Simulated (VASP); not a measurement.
Crystal: Mn2C.

```xyz
6
Lattice="2.8164 0.0000 0.0000 0.0000 2.8164 0.0000 0.0000 0.0000 8.3890" Properties=species:S:1:pos:R:3 pbc="T T T"
Mn    0.0000    0.0000    6.9307
Mn    0.0000    0.0000    1.4583
Mn    0.0000    0.0000    4.1945
Mn    1.4082    1.4082    0.0000
C     1.4082    1.4082    2.7847
C     1.4082    1.4082    5.6043
```

The cell was built by a generator and needn't be a form met in nature.

```yaml
Program: VASP 6.6.1
Task: relaxation of cell and atoms
Functional: PBE
Potentials_or_basis: VASP PAW PBE potentials, release 64 (Mn_pv, C)
Cutoff: 520 eV
k_mesh: 6 × 6 × 2
Occupations: gaussian, width 0.15 eV
Spin: collinear spin, ferromagnetic start
Starting_moments: "[4.0, 4.0, 4.0, 4.0, 0.0, 0.0] μB"
```

At the start: pressure -28.7 GPa; volume 11.09 Å³/atom.

Task: Where does the relaxation end?

Result: Over 20 steps the energy falls by 584.0 meV/atom and the volume is 8.75 Å³/atom (-21.1 %); space group P4/mmm (No. 123, to 0.05 Å); moment 0.36 μB per cell.

The path:
| step | energy change (eV) | largest force (eV/Å) | pressure (GPa) | volume (Å³) |
| --- | --- | --- | --- | --- |
| 1 | 0.0000 | 2.7297 | -28.69 | 66.54 |
| 2 | -2.2631 | 2.3332 | 21.27 | 49.17 |
| 3 | -2.3729 | 2.7117 | 4.11 | 51.50 |
| 4 | -3.0459 | 0.2842 | 15.06 | 50.07 |
| 5 | -3.0565 | 0.5430 | 19.00 | 49.84 |
| 6 | -3.3988 | 0.8034 | -1.11 | 53.53 |
| 7 | -3.3992 | 0.7998 | -0.98 | 53.45 |
| 8 | -3.4632 | 0.4718 | -1.95 | 53.17 |
| 9 | -3.4761 | 0.3492 | -2.00 | 53.00 |
| 10 | -3.4762 | 0.3163 | -1.97 | 52.97 |
| 11 | -3.4883 | 0.2702 | 1.10 | 52.32 |
| 12 | -3.4890 | 0.2534 | 2.82 | 52.09 |
| 13 | -3.4969 | 0.1377 | 2.73 | 52.15 |
| 14 | -3.5011 | 0.0728 | 1.48 | 52.23 |
| 15 | -3.5027 | 0.1238 | -0.60 | 52.54 |
| 16 | -3.5027 | 0.1276 | -0.88 | 52.52 |
| 17 | -3.5026 | 0.1281 | -0.27 | 52.49 |
| 18 | -3.5028 | 0.1268 | -0.14 | 52.50 |
| 19 | -3.5029 | 0.1306 | -0.51 | 52.52 |
| 20 | -3.5039 | 0.0746 | -0.06 | 52.52 |

Final structure:
```
Mn C
1.0
     2.50204    0.00000    0.00000
     0.00000    2.50204    0.00000
     0.00000    0.00000    8.38997
Mn C
4 2
Cartesian
  0.0000 0.0000 6.5784
  0.0000 0.0000 1.8115
  2.5020 0.0000 4.1950
  1.2510 1.2510 0.0000
  1.2510 1.2510 2.8007
  1.2510 1.2510 5.5893
```

Caveat: the k mesh is coarse (spacing up to 0.37 Å⁻¹), so the values aren't converged; the volume moved by over 15 % at a fixed basis, so the end points are rough; the moment fell far below its start of 4 μB, so a state of higher moment may lie lower in energy.
